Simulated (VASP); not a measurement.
Input:

```
BaHfO3
1.0
    4.17587     0.00000     0.00000
    0.00000     4.17587     0.00000
    0.00000     0.00000     4.17587
Ba Hf O
1 1 3
Direct
  0.00000   0.00000   0.00000
  0.50000   0.50000   0.50000
  0.50000   0.00000   0.50000
  0.00000   0.50000   0.50000
  0.50000   0.50000   0.00000
```

The numbers are results of vdW-DF2, VASP's PBE PAW potentials (set 64) (plane waves; VASP 6.6.1), not measurements. Run with 520 eV cut-off, 5×5×5 Γ-centred mesh, Gaussian smearing of 0.050 eV, potentials Ba_sv Hf_pv O.

Problem. Predict the energy per atom (σ→0), pressure.

Solution. 
```yaml
energy per atom (σ→0): -6.786 eV/atom
pressure: 10.77 GPa
```

Total energies compare only between runs with the same potentials, cut-off and functional.

The compound is BaHfO3 in the cubic perovskite structure. This cell is one point of a volume scan, at 0.94 of the reference volume.
